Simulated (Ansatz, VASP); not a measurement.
**K5H118Cl5O59 in two plane-wave programs**

Wanted: the spread between two codes on one cell, functional and k mesh. The cell is taken from a series of runs on this material, whose earlier steps may have relaxed, scaled, displaced or heated it; both programs get it as it stands.

Main program and level: Ansatz 0.2.0; plane waves, with VASP 6.6.1 beside it; single point at PBE.

## Step 1: Starting point

The cell holds 187 atoms: 59 O, 118 H, 5 K and 5 Cl. Cell: a = 12.797 Å, b = 12.456 Å, c = 13.804 Å, α = 91.1°, β = 91.6°, γ = 91.8°.

## Step 2: VASP: single point, PBE

With cell and atoms fixed, the geometry can't cause a difference; cores, projectors, grids and the points listed under the comparison can.

Lines of VASP's logs that name or quote its potential files are left out, and so is its time.

Input file INCAR:

```
SYSTEM = K5H118Cl5O59
PREC = Accurate
ENCUT = 600
EDIFF = 1E-06
NELM = 120
ISMEAR = 0
SIGMA = 0.05
LREAL = Auto
ALGO = Normal
GGA = PE
NBANDS = 406
LORBIT = 11
LWAVE = .FALSE.
LCHARG = .FALSE.
ISIF = 2
LASPH = .TRUE.
GGA_COMPAT = .FALSE.
EFERMI = MIDGAP
```

Input file POSCAR:

```
K5H118Cl5O59
1.0
   12.7942600000     -0.2002100000     -0.1819700000
   -0.2002100000     12.4534400000     -0.1252500000
   -0.1819700000     -0.1252500000     13.8017500000
O H K Cl
59 118 5 5
Direct
    0.3019300000      0.6401800000      0.5182600000
    0.6645400000      0.0505200000      0.0490100000
    0.1777000000      0.9393000000      0.3764300000
    0.2977100000      0.1398800000      0.7847800000
    0.9102800000      0.4393500000      0.8053000000
    0.9082200000      0.0710100000      0.5048100000
    0.8161200000      0.6238000000      0.1926000000
    0.0821800000      0.8462000000      0.5298900000
    0.7742800000      0.7709400000      0.5585500000
    0.8261700000      0.4885700000      0.3467600000
    0.9276500000      0.1606600000      0.0041300000
    0.3268000000      0.1550000000      0.0825500000
    0.3892100000      0.1692000000      0.6153300000
    0.3361400000      0.9347800000      0.0921700000
    0.3708000000      0.7594900000      0.2023000000
    0.0158800000      0.8555200000      0.0602500000
    0.5931800000      0.0145800000      0.3277900000
    0.6414400000      0.1856300000      0.8919600000
    0.9369200000      0.2516500000      0.7165000000
    0.2079700000      0.6562300000      0.9435300000
    0.6114900000      0.7066600000      0.4374300000
    0.3942000000      0.4393600000      0.9362900000
    0.1301200000      0.2634100000      0.8054300000
    0.1354100000      0.2092900000      0.0042200000
    0.7826800000      0.3072400000      0.0016100000
    0.5746300000      0.4098200000      0.2025800000
    0.4638000000      0.1873500000      0.3694800000
    0.8552200000      0.2640000000      0.2896700000
    0.3495100000      0.8023200000      0.3941300000
    0.5838000000      0.8767000000      0.7785600000
[... 151 atom lines left out ...]
    0.0065900000      0.3808800000      0.9749000000
    0.5748300000      0.3292700000      0.5671000000
    0.4727100000      0.9397800000      0.5550900000
    0.2303800000      0.4916800000      0.7705700000
    0.0299600000      0.5995800000      0.0884400000
    0.9716700000      0.6243200000      0.4909200000
```

Input file KPOINTS:

```
Automatic mesh
0
Gamma
1 1 1
0 0 0
```

The projector-augmented-wave data sets are O, H, K_sv and Cl (PBE family, release 64).

Launch:

```
$ export OMP_NUM_THREADS=3
$ mpirun -np 1 vasp_gam
```

Numbers of over 12 decimals in the logs are rounded to 6 here.

The log of the run:

```text
[banner, memory and clock lines left out]
running    1 mpi-ranks, on    1 nodes
[...]
Offloading initialized ...    1 GPUs detected
[...]
LDA part: xc-table for (Slater+PW92), standard interpolation
 POSCAR, INCAR and KPOINTS ok, starting setup
[...]
entering main loop
       N       E                     dE             d eps       ncg     rms          rms(c)
DAV:   1     0.521376768518E+04    0.52138E+04   -0.31731E+05   836   0.141E+03
DAV:   2    -0.380894624878E+03   -0.55947E+04   -0.53431E+04  1018   0.340E+02
DAV:   3    -0.974722543390E+03   -0.59383E+03   -0.58965E+03  1024   0.115E+02
DAV:   4    -0.990849694916E+03   -0.16127E+02   -0.16076E+02  1000   0.191E+01
[...]
DAV:  18    -0.905289876212E+03    0.42231E-05   -0.45593E-05   952   0.124E-02    0.996E-03
DAV:  19    -0.905289871190E+03    0.50221E-05   -0.68987E-06   912   0.759E-03    0.246E-03
DAV:  20    -0.905289870547E+03    0.64298E-06   -0.26431E-06   856   0.496E-03
   1 F= -.90528987E+03 E0= -.90528987E+03  d E =0.000000E+00
```

Parts of OUTCAR (step 2):

```text
  FREE ENERGIE OF THE ION-ELECTRON SYSTEM (eV)
  ---------------------------------------------------
  free  energy   TOTEN  =      -905.2898705470 eV

  energy  without entropy=     -905.2898705470  energy(sigma->0) =     -905.28987055
```

The run ends at a pressure of -0.06 GPa, with forces up to 0.13 eV/Å.

## Step 3: Ansatz: single point, PBE

Ansatz runs on its default PAW (the set named soft_2) files.

The same cell, functional, mesh and smearing now go to Ansatz, which takes its cutoff from its data sets.

Input file input.yaml:

```yaml
crystal:
  lattice:
    - [12.79426, -0.20021, -0.18197]
    - [-0.20021, 12.45344, -0.12525]
    - [-0.18197, -0.12525, 13.80175]
  atoms:
    - { symbol: O, position: [0.30193, 0.64018, 0.51826] }
    - { symbol: H, position: [0.28184, 0.69235, 0.56901] }
    - { symbol: H, position: [0.35618, 0.59794, 0.55136] }
    - { symbol: O, position: [0.66454, 0.05052, 0.04901] }
    - { symbol: H, position: [0.65033, 0.08971, 0.98839] }
    - { symbol: H, position: [0.73054, 0.01458, 0.03566] }
    - { symbol: O, position: [0.1777, 0.9393, 0.37643] }
    - { symbol: H, position: [0.23551, 0.88858, 0.37475] }
    - { symbol: H, position: [0.13554, 0.91403, 0.43138] }
    - { symbol: O, position: [0.29771, 0.13988, 0.78478] }
    - { symbol: H, position: [0.33377, 0.15166, 0.72221] }
    - { symbol: H, position: [0.23675, 0.1877, 0.78423] }
    - { symbol: O, position: [0.91028, 0.43935, 0.8053] }
    - { symbol: H, position: [0.94725, 0.49482, 0.76633] }
    - { symbol: H, position: [0.83523, 0.44237, 0.78378] }
    - { symbol: O, position: [0.90822, 0.07101, 0.50481] }
    - { symbol: H, position: [0.83585, 0.07117, 0.5261] }
    - { symbol: H, position: [0.9369, 0.14717, 0.50731] }
    - { symbol: O, position: [0.81612, 0.6238, 0.1926] }
    - { symbol: H, position: [0.82152, 0.57969, 0.25241] }
    - { symbol: H, position: [0.88692, 0.62437, 0.16577] }
    - { symbol: O, position: [0.08218, 0.8462, 0.52989] }
    - { symbol: H, position: [0.04827, 0.77578, 0.51143] }
    - { symbol: H, position: [0.03483, 0.88012, 0.5769] }
    - { symbol: O, position: [0.77428, 0.77094, 0.55855] }
    - { symbol: H, position: [0.71491, 0.74344, 0.5157] }
    - { symbol: H, position: [0.83652, 0.74145, 0.52912] }
    - { symbol: O, position: [0.82617, 0.48857, 0.34676] }
    - { symbol: H, position: [0.87048, 0.52545, 0.39786] }
    - { symbol: H, position: [0.75367, 0.48918, 0.37103] }
[... 151 atom lines left out ...]
    - { symbol: K, position: [0.00659, 0.38088, 0.9749] }
    - { symbol: Cl, position: [0.57483, 0.32927, 0.5671] }
    - { symbol: Cl, position: [0.47271, 0.93978, 0.55509] }
    - { symbol: Cl, position: [0.23038, 0.49168, 0.77057] }
    - { symbol: Cl, position: [0.02996, 0.59958, 0.08844] }
    - { symbol: Cl, position: [0.97167, 0.62432, 0.49092] }
kpoints:
  mp_grid: { grid: [1, 1, 1] }
hamiltonian:
  xc: pbe
scf:
  occupations: { method: gaussian, width: 0.05 }
output:
  forces: true
  stress: true
  populations: intrinsic
  dos:
    method: { smearing: { sigma: 0.1 } }
    de: 0.1
    projected: { site_lists: { Cl: [Cl], H: [H], K: [K], O: [O] } }
  eigenvalues: true
  write_density: true
  write_potential: true
  volumetric_format: npy
```

Launch:

```
$ ansatz run input.yaml --threads 4 --pin off --max-ram 8192MiB --backend cpu --events-out ev --progress --plain --runs-dir out
```

The log of the run:

```text
Engine: ansatz 0.2.0, aarch64-unknown-linux-gnu
Pseudopotentials: kind: paw
Pseudopotential: O, paw, valence charge 6, recommended cutoff 420 eV (normal), O.paw.azcp
Pseudopotential: H, paw, valence charge 1, recommended cutoff 420 eV (normal), H.paw.azcp
Pseudopotential: K, paw, valence charge 9, recommended cutoff 420 eV (normal), K.paw.azcp
Pseudopotential: Cl, paw, valence charge 7, recommended cutoff 420 eV (normal), Cl.paw.azcp
Functional definition: PBE
  parameter kappa = 0.804
  parameter beta = 0.066725
  exchange = pbe_x(kappa = kappa, mu = beta*pi^2/3)
  correlation = pbe_c(beta = beta)
Crystal: 187 atoms, lattice volume = 2197.893 Å³
Basis set: ecut = 420 eV, 42907 PW (Γ), exchange–correlation on 180×180×192 points (8 copies of the dense FFT grid, shifted against one another)
Bands: 463, of which v1, the nominal top of the filled ones, is band 276 counted from 1 (275 counted from 0)
Symmetry: 1 space group operations
Space group: P1 (ITA 1), of the structure as read, at distance tolerance 1.3e-4 Å
k-points: 1
Non-local potential: O, projectors of the file, l = 0: 2, l = 1: 2, l = 2: 1
Non-local potential: H, projectors of the file, l = 0: 2, l = 1: 1
Non-local potential: K, projectors of the file, l = 0: 3, l = 1: 2, l = 2: 2
Non-local potential: Cl, projectors of the file, l = 0: 2, l = 1: 2, l = 2: 2
PAW form: soft (Blöchl's): semilocal exchange-correlation on the pseudo side does not see the compensation charge
PAW one-centre angular grid: O, 110 points (default); XC on 64 Gauss nodes
PAW one-centre angular grid: H, 110 points (default); XC on 64 Gauss nodes
PAW one-centre angular grid: K, 110 points (default); XC on 64 Gauss nodes
PAW one-centre angular grid: Cl, 110 points (default); XC on 64 Gauss nodes
Initial density: superposition of atomic densities (neutral atoms: chi_scale 0, normalization atom), corrected by the library's trained network
Initial wavefunctions: pseudopotential atomic-orbital guess
Functional: x = pbe(κ = 0.804, μ = 0.219515), c = pbe(β = 0.066725)
SCF iter   1: F=—  HF=-48490.461123 eV  |F-HF|=—  |Δ(HF+E_count)|=         —  Δρ=2.57e-3  dr2=1.67e-1  ethr=1.77e-3  ⟨swp⟩=5.0  Hψ=1919  notcnv=0  defer=167
preconditioner: auto → Resta (q_TF=auto, 2.167 Å⁻¹)  ε∞=2.1  [insulator: Δε(μ)=4.715 eV  Ē_g=17.317 eV  σ=0.050 eV  W_gap=1.00  n_scr=382 (ndim 8)  ℏωp=18.4 eV  f_vac=0.306  D(μ)=0.00/eV (n_scr^D=0)  ε∞_Penn≈2.1]
SCF iter   2: F=—  HF=-48490.348324 eV  |F-HF|=—  |Δ(HF+E_count)|=   1.13e-1  Δρ=1.29e-3  dr2=3.52e-2  ethr=3.03e-5  ⟨swp⟩=2.0  Hψ=731  notcnv=0  defer=180
SCF iter   3: F=—  HF=-48490.312840 eV  |F-HF|=—  |Δ(HF+E_count)|=   3.55e-2  Δρ=4.99e-4  dr2=9.55e-3  ethr=6.38e-6  ⟨swp⟩=2.0  Hψ=556  notcnv=0  defer=180
SCF iter   4: F=—  HF=-48490.307415 eV  |F-HF|=—  |Δ(HF+E_count)|=   5.43e-3  Δρ=1.60e-4  dr2=6.16e-4  ethr=1.73e-6  ⟨swp⟩=2.0  Hψ=477  notcnv=0  defer=180
SCF iter   5: F=—  HF=-48490.307377 eV  |F-HF|=—  |Δ(HF+E_count)|=   3.78e-5  Δρ=8.84e-5  dr2=1.38e-4  ethr=1.12e-7  ⟨swp⟩=2.0  Hψ=552  notcnv=0  defer=180
SCF iter   6: F=—  HF=-48490.307364 eV  |F-HF|=—  |Δ(HF+E_count)|=   1.31e-5  Δρ=2.90e-5  dr2=1.38e-5  ethr=2.49e-8  ⟨swp⟩=2.0  Hψ=554  notcnv=0  defer=180
SCF iter   7: F=—  HF=-48490.309746 eV  |F-HF|=—  |Δ(HF+E_count)|=   2.38e-3  Δρ=7.08e-6  dr2=8.56e-7  ethr=2.50e-9  ⟨swp⟩=2.0  Hψ=739  notcnv=0  defer=180
SCF iter   8: F=—  HF=-48490.309747 eV  |F-HF|=—  |Δ(HF+E_count)|=   5.09e-7  Δρ=3.90e-6  dr2=2.63e-7  ethr=1.55e-10  ⟨swp⟩=2.0  Hψ=554  notcnv=0  defer=180
SCF iter   9: F=-48490.309747 eV  HF=-48490.309747 eV  |F-HF|=1.16e-10  |Δ(HF+E_count)|=   1.59e-8  Δρ=8.51e-7  dr2=1.35e-8  ethr=1.81e-11  ⟨swp⟩=21.0  Hψ=4522  notcnv=0
SCF 1 converged in 9 iterations: F = -48490.309747 eV  dr2 = 1.35e-8
  greatest PAW one-centre occupation: 0.987 electrons in one spin orbital (limit 2), on the K atom at site 178 (counted from 0), in its partial waves of l = 0
[...]
--- intrinsic populations: 187 sites ---
  site symbol       q [e]
     0      O      6.7939
     1      H      0.6219
     2      H      0.6231
     3      O      6.7964
     4      H      0.6197
     5      H      0.6229
     6      O      6.7515
     7      H      0.6195
     8      H      0.6185
     9      O      6.7470
    10      H      0.6276
    11      H      0.6321
    12      O      6.7990
    13      H      0.6355
    14      H      0.6306
    15      O      6.7973
    16      H      0.6247
    17      H      0.6276
    18      O      6.7421
    19      H      0.6241
    20      H      0.6358
    21      O      6.7326
    22      H      0.6364
    23      H      0.6246
[...]
179      K      8.1507
   180      K      8.1392
   181      K      8.1568
   182     Cl      7.5962
   183     Cl      7.6064
   184     Cl      7.5809
   185     Cl      7.6037
   186     Cl      7.5982
  spilling = -0.000000 (of n_electrons = 552.000000)
```

In the SCF lines HF is the Harris–Foulkes energy and dr2 the Hartree energy of the density residual, in eV; the loop may stop once dr2 is under the threshold and the program's other checks hold. Hψ counts applications of the Hamiltonian.

## Step 4: Differences

Known differences besides the potentials themselves: the cutoff is 420 eV in Ansatz and 600 eV in VASP (PREC = Accurate, projectors in real space). Total energies have different zeros and are not compared.

Both answers:

```tsv
quantity	Ansatz	VASP	difference
pressure (GPa)	0.00	-0.06	+0.06
gap on the k mesh (eV)	4.549	4.519	+0.030
```

Forces on 9 of the 187 atoms, those with the largest forces and the largest differences (eV/Å; atoms numbered as in POSCAR):

```tsv
atom	Ansatz x, y, z	VASP x, y, z
H70	-0.013, -0.002, 0.006	-0.111, -0.035, 0.031
H93	0.007, 0.008, -0.018	0.013, -0.078, 0.054
H101	0.001, -0.008, -0.005	-0.083, 0.055, 0.033
H109	0.009, -0.018, -0.002	0.104, -0.071, 0.018
H110	0.004, -0.004, -0.004	0.036, -0.106, 0.009
H118	0.002, 0.000, 0.002	0.018, -0.109, 0.005
H134	0.011, -0.002, -0.001	0.109, 0.004, -0.037
H157	0.002, -0.006, 0.000	-0.034, -0.106, -0.006
H168	0.004, -0.004, 0.002	0.061, -0.011, 0.099
```

The forces differ by 48 meV/Å r.m.s., where the r.m.s. force is 0.005 eV/Å in Ansatz and 0.049 eV/Å in VASP: the atoms lie near their places of rest in Ansatz, so a percentage would say little (all taken over all components). A gap on the mesh is an upper bound, since the band edges may lie between its points.

## Step 5: Results

| Quantity | Value |
| --- | --- |
| r.m.s. force difference (single point, PBE) | 48 meV/Å |

**Reading.** The r.m.s. force difference is 48 meV/Å (single point, PBE), beyond the 12 meV/Å picked in this series as the mark of a large difference. What causes the difference of the single point, PBE pair stays open here. Such differences can come from data sets, numerical settings and the points named under the comparisons, not from the functional's error against experiment.

[Lines on the potential files, build, host, timing and source positions are cut from VASP's logs without a mark.]

[Logs are printed without paths, hosts, clocks, repeated set-up lines and the standing remarks that a program may print on its own settings, such as how far it seeks lower states.]

[Hosts, paths, dates, database ids (printed as entryN), source tags and the programs' standing remarks are cut or masked in the printed files.]
